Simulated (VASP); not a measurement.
Computed with LDA (Ceperley-Alder, Perdew-Zunger), VASP's LDA PAW potentials (set 64) (plane waves; VASP).

A VASP calculation is set up with these files.

### POSCAR
```
ZnSe
1
    0.0000000000     2.8350000000     2.8350000000
    2.8350000000     0.0000000000     2.8350000000
    2.8350000000     2.8350000000     0.0000000000
Zn Se
1 1
Direct
  0.0000000000   0.0000000000   0.0000000000
  0.2500000000   0.2500000000   0.2500000000
```

### KPOINTS
```
kpoints
0
Gamma
7 7 7
```

**INCAR**
```
LCHARG = .FALSE.
ISMEAR = 0
EDIFF = 1E-6   # SCF stop (eV)
NSW = 60
ISIF = 3   # ions, shape and volume
LMAXMIX = 4
NELM = 100
IBRION = 2   # conjugate gradients
SYSTEM = ZnSe
ENCUT = 520
SIGMA = 0.05
ALGO = Normal   # blocked Davidson
EDIFFG = -0.01   # ionic stop
LREAL = .FALSE.
PREC = Accurate
LWAVE = .FALSE.
LASPH = .TRUE.   # aspherical one-centre terms
```

POTCAR, in this order: Zn Se (LDA.64 set). Program: vasp_std.

Output of the run:

OSZICAR:
```
       N       E                     dE             d eps       ncg     rms          rms(c)
DAV:   1     0.808204098357E+02    0.80820E+02   -0.90688E+03   520   0.157E+03
DAV:   2    -0.231242288326E+01   -0.83133E+02   -0.79312E+02   545   0.268E+02
DAV:   3    -0.760361860396E+01   -0.52912E+01   -0.52643E+01   650   0.692E+01
DAV:   4    -0.765481996673E+01   -0.51201E-01   -0.51190E-01   570   0.722E+00
DAV:   5    -0.765511960656E+01   -0.29964E-03   -0.29964E-03   630   0.517E-01    0.497E+00
DAV:   6    -0.737607757144E+01    0.27904E+00   -0.72100E-01   713   0.301E+01    0.375E+00
DAV:   7    -0.735234531576E+01    0.23732E-01   -0.18577E-01   555   0.464E+00    0.154E+00
DAV:   8    -0.734829732487E+01    0.40480E-02   -0.31913E-03   753   0.698E-01    0.423E-01
DAV:   9    -0.734773630707E+01    0.56102E-03   -0.90057E-04   610   0.308E-01    0.619E-02
DAV:  10    -0.734775101432E+01   -0.14707E-04   -0.84437E-05   565   0.112E-01    0.164E-02
DAV:  11    -0.734774979221E+01    0.12221E-05   -0.73051E-06   731   0.570E-02    0.371E-03
DAV:  12    -0.734774983734E+01   -0.45135E-07   -0.16627E-06   308   0.108E-02
   1 F= -.73477498E+01 E0= -.73477498E+01  d E =-.734775E+01
       N       E                     dE             d eps       ncg     rms          rms(c)
DAV:   1    -0.826781024632E+01   -0.92006E+00   -0.10777E+01   620   0.679E+01    0.683E+00
DAV:   2    -0.749189476329E+01    0.77592E+00   -0.37692E+00   610   0.669E+01    0.237E+00
DAV:   3    -0.739693619444E+01    0.94959E-01   -0.19534E-01   620   0.101E+01    0.116E+00
DAV:   4    -0.737117865088E+01    0.25758E-01   -0.38447E-02   600   0.227E+00    0.480E-01
DAV:   5    -0.736790134355E+01    0.32773E-02   -0.57308E-03   777   0.200E+00    0.972E-02
DAV:   6    -0.736777744559E+01    0.12390E-03   -0.17654E-03   540   0.673E-01    0.404E-02
DAV:   7    -0.736778662842E+01   -0.91828E-05   -0.13221E-04   590   0.894E-02    0.187E-02
DAV:   8    -0.736778355604E+01    0.30724E-05   -0.10156E-05   570   0.330E-02    0.418E-03
DAV:   9    -0.736778357327E+01   -0.17230E-07   -0.50923E-07   275   0.850E-03
   2 F= -.73677836E+01 E0= -.73677836E+01  d E =-.200337E-01
       N       E                     dE             d eps       ncg     rms          rms(c)
DAV:   1    -0.742260374148E+01   -0.54820E-01   -0.67998E-01   620   0.189E+01    0.160E+00
DAV:   2    -0.737770424543E+01    0.44899E-01   -0.15703E-01   615   0.110E+01    0.601E-01
DAV:   3    -0.737209008899E+01    0.56142E-02   -0.55999E-03   545   0.681E-01    0.289E-01
DAV:   4    -0.737061913888E+01    0.14710E-02   -0.74727E-04   598   0.351E-01    0.101E-01
DAV:   5    -0.737045318716E+01    0.16595E-03   -0.18768E-04   785   0.272E-01    0.113E-02
DAV:   6    -0.737045566311E+01   -0.24759E-05   -0.54303E-05   535   0.120E-01    0.927E-03
DAV:   7    -0.737045616630E+01   -0.50319E-06   -0.56804E-06   435   0.563E-02
   3 F= -.73704562E+01 E0= -.73704562E+01  d E =-.227063E-01
       N       E                     dE             d eps       ncg     rms          rms(c)
DAV:   1    -0.737120514637E+01   -0.74948E-03   -0.98854E-03   620   0.222E+00    0.197E-01
DAV:   2    -0.737052380908E+01    0.68134E-03   -0.25358E-03   615   0.150E+00    0.728E-02
DAV:   3    -0.737044062319E+01    0.83186E-04   -0.88533E-05   565   0.112E-01    0.348E-02
DAV:   4    -0.737041824834E+01    0.22375E-04   -0.14058E-05   608   0.526E-02    0.131E-02
DAV:   5    -0.737041552448E+01    0.27239E-05   -0.26040E-06   434   0.351E-02    0.120E-03
DAV:   6    -0.737041561005E+01   -0.85570E-07   -0.12840E-06   313   0.174E-02
   4 F= -.73704156E+01 E0= -.73704156E+01  d E =-.226658E-01
       N       E                     dE             d eps       ncg     rms          rms(c)
DAV:   1    -0.737141834664E+01   -0.10028E-02   -0.12442E-02   620   0.250E+00    0.218E-01
DAV:   2    -0.737058785581E+01    0.83049E-03   -0.30478E-03   615   0.161E+00    0.808E-02
DAV:   3    -0.737048596803E+01    0.10189E-03   -0.10574E-04   550   0.114E-01    0.387E-02
DAV:   4    -0.737045866505E+01    0.27303E-04   -0.16133E-05   603   0.558E-02    0.143E-02
DAV:   5    -0.737045542084E+01    0.32442E-05   -0.33338E-06   519   0.378E-02    0.128E-03
DAV:   6    -0.737045549888E+01   -0.78039E-07   -0.13087E-06   305   0.178E-02
   5 F= -.73704555E+01 E0= -.73704555E+01  d E =-.398888E-04
```

**OUTCAR**
```
------------------------ aborting loop because EDIFF is reached ----------------------------------------
  FORCE on cell =-STRESS in cart. coord.  units (eV):
  Direction    XX          YY          ZZ          XY          YZ          ZX
  --------------------------------------------------------------------------------------
  Total        0.0035041      0.0035041      0.0035041     -0.0000000      0.0000000      0.0000000
  in kB        0.1294290      0.1294290      0.1294290     -0.0000000      0.0000000      0.0000000
  external PRESSURE =       0.1294290 kB  Pullay stress =       0.0000000 kB
  volume of cell :       43.38
      direct lattice vectors                 reciprocal lattice vectors
     0.000000000  2.788750479  2.788750479    -0.179291767  0.179291767  0.179291767
     2.788750479  0.000000000  2.788750479     0.179291767 -0.179291767  0.179291767
     2.788750479  2.788750479  0.000000000     0.179291767  0.179291767 -0.179291767
  FREE ENERGIE OF THE ION-ELECTRON SYSTEM (eV)
  ---------------------------------------------------
  free  energy   TOTEN  =        -7.3704554989 eV

  energy  without entropy=       -7.3704554989  energy(sigma->0) =       -7.37045550

 reached required accuracy - stopping structural energy minimisation
```
(Selected blocks of OUTCAR.)

### CONTCAR
```
ZnSe
   1.00000000000000
     0.0000000000000000    2.7887504787212252    2.7887504787212252
     2.7887504787212252    0.0000000000000000    2.7887504787212252
     2.7887504787212252    2.7887504787212252    0.0000000000000000
  Zn              Se
     1     1
Direct
     0.0000000000000000    0.0000000000000000    0.0000000000000000
     0.2500000000000000    0.2500000000000000    0.2500000000000000
```

Energy and stress use the plane-wave basis of the starting cell.

The compound is ZnSe in the zinc blende structure. This run relaxes it. Symmetry was kept, so distortions that lower it aren't found.
